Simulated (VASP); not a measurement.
Consider the following.

```yaml
crystal:
  lattice:
    - [6.50980, 0.00000, 0.00000]
    - [0.00000, 3.62848, 0.00000]
    - [0.00000, 0.00000, 4.99350]
  atoms:
    - { symbol: Ti, position: [0.67555, 0.25000, 0.37177] }
    - { symbol: Ti, position: [0.32445, 0.75000, 0.62823] }
    - { symbol: Ti, position: [0.82445, 0.75000, 0.87177] }
    - { symbol: Ti, position: [0.17555, 0.25000, 0.12823] }
    - { symbol: Si, position: [0.54400, 0.25000, 0.85522] }
    - { symbol: Si, position: [0.45600, 0.75000, 0.14478] }
    - { symbol: Si, position: [0.95600, 0.75000, 0.35522] }
    - { symbol: Si, position: [0.04400, 0.25000, 0.64478] }
```

The numbers are results of r2SCAN meta-GGA, VASP's PBE PAW potentials (set 64) (plane waves; VASP), not measurements. Run with 400 eV cut-off, 6×10×7 Γ-centred mesh, tetrahedra with Blöchl corrections, potentials Ti_sv Si.

**Question.** Estimate the energy per atom (σ→0), band gap (over mesh and band path) with the smallest direct gap where there is one.

**Answer.** 
```json
{
 "band gap (over mesh and band path)": "none (metal, semimetal or under 0.01 eV)",
 "energy per atom (σ→0)": "-11.658 eV/atom"
}
```

Only differences to runs with the same potentials and settings are physical.

The structure comes from a computed database's TiSi entry (Pnma); how it stands against other phases isn't given here. It was relaxed first.
